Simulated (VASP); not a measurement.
Crystal: Ga3BiO4.

```
Ga Bi O
1.0
     0.00000    4.17461    4.17461
     4.17461    0.00000    4.17461
     4.17461    4.17461    0.00000
Ga Bi O
3 1 4
Direct
  0.25000 0.25000 0.25000
  0.75000 0.75000 0.75000
  0.00000 0.00000 0.00000
  0.50000 0.50000 0.50000
  0.12714 0.61858 0.12714
  0.12714 0.12714 0.12714
  0.61858 0.12714 0.12714
  0.12714 0.12714 0.61858
```

The cell was built by a generator and needn't be a form met in nature.

| Item | Value |
| --- | --- |
| Program | VASP 6.6.1 |
| Task | relaxation of cell and atoms |
| Functional | PBE |
| Potentials or basis | VASP PAW PBE potentials, release 64 (Ga_d, Bi_d, O) |
| Cutoff | 520 eV |
| k mesh | 3 × 3 × 3 |
| Occupations | gaussian, width 0.15 eV |
| Spin | no spin polarisation |

At the start: pressure -0.1 GPa; volume 18.19 Å³/atom.

**Question.** How do energy, volume and symmetry change on relaxing?

**Answer.** Over 3 steps the energy falls by 11.1 meV/atom and the volume is 18.17 Å³/atom (-0.1 %); space group F-43m (No. 216, to 0.05 Å).

The path:
| step | energy change (eV) | largest force (eV/Å) | pressure (GPa) | volume (Å³) |
| --- | --- | --- | --- | --- |
| 1 | 0.0000 | 1.4793 | -0.15 | 145.51 |
| 2 | 0.0820 | 2.0480 | 0.27 | 145.15 |
| 3 | -0.0886 | 0.0017 | -0.40 | 145.36 |

Final structure:
```
CELL_PARAMETERS angstrom
0.00000 4.17319 4.17319
4.17319 0.00000 4.17319
4.17319 4.17319 0.00000
ATOMIC_POSITIONS crystal
Ga 0.25000 0.25000 0.25000
Ga 0.75000 0.75000 0.75000
Ga 0.00000 0.00000 0.00000
Bi 0.50000 0.50000 0.50000
O 0.12507 0.62478 0.12507
O 0.12507 0.12507 0.12507
O 0.62478 0.12507 0.12507
O 0.12507 0.12507 0.62478
```

Caveat: the k mesh is coarse (spacing up to 0.43 Å⁻¹), so the values aren't converged; the relaxation stopped at a loose force limit of 0.08 eV/Å, so its end isn't a converged minimum.
